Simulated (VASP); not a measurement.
The input files of a VASP run:

**KPOINTS**
```
Automatic
0
Gamma
 3 3 2
0 0 0
```

POSCAR:
```
BPt2
1
    3.9198870000     0.0000000000     0.0000000000
    0.0000000000     3.9198870000     0.0000000000
    0.0000000000     0.0000000000     5.9811440000
Pt B
4 2
Direct
 -0.0019750000   0.0009930000  -0.0007400000
  0.5054330000   0.5125210000  -0.0024950000
  0.5091940000   0.0035080000   0.2779950000
  0.0011570000   0.4914710000   0.7331780000
  0.4934980000  -0.0142780000   0.6952320000
 -0.0073070000   0.5057850000   0.2968290000
```

**INCAR**
```
# general
SYSTEM =BPt2
PREC   =Accurate
ENCUT  =400
LREAL  =.FALSE.   # projection in real space or not
LASPH  =.TRUE.

# electronic loop
EDIFF  =1E-6   # SCF stop (eV)
NELM   =100
ALGO   =Normal   # blocked Davidson
LMAXMIX=6   # l cut-off of mixed one-centre charges

# smearing
ISMEAR =0   # Gaussian
SIGMA  =0.05

# functional
GGA    =PE   # PBE

# ions
ISIF   =2

# output
LWAVE  =.FALSE.
LCHARG =.FALSE.
```

POTCAR, in this order: Pt B (PBE.64 set). Program: vasp_std.

Q: Translate this PBE calculation to Ansatz.

A: One equivalent input (not run):
Ansatz 0.2 input:
```yaml
crystal:
  lattice:
    - [3.9198870, 0.0000000, 0.0000000]
    - [0.0000000, 3.9198870, 0.0000000]
    - [0.0000000, 0.0000000, 5.9811440]
  atoms:
    - { symbol: Pt, position: [-0.0019750, 0.0009930, -0.0007400] }
    - { symbol: Pt, position: [0.5054330, 0.5125210, -0.0024950] }
    - { symbol: Pt, position: [0.5091940, 0.0035080, 0.2779950] }
    - { symbol: Pt, position: [0.0011570, 0.4914710, 0.7331780] }
    - { symbol: B, position: [0.4934980, -0.0142780, 0.6952320] }
    - { symbol: B, position: [-0.0073070, 0.5057850, 0.2968290] }
kpoints:
  mp_grid: { grid: [3, 3, 2] }
hamiltonian:
  xc: pbe
  pseudopotentials: { kind: paw }
scf:
  occupations: { method: gaussian, width: 0.05 }
  max_iter: 100
output: { forces: true, stress: true, eigenvalues: true }
```
The two are equivalent in intent, not identical: each code has its own PAW files, so the cut-off isn't converted (ENCUT is set for VASP's; basis.ecutwfc is left out, and Ansatz then takes the one that its files recommend); Ansatz stops its SCF on the density residual and VASP on the energy change (EDIFF).

The structure was generated: BPt2 was put into an ordered model structure, which need not be its known phase. The cell was not relaxed at this level, atoms are displaced from their ideal sites. The k-mesh is coarse (spacing up to 0.53 per Å, 2π included), so the numbers may not be converged in it.
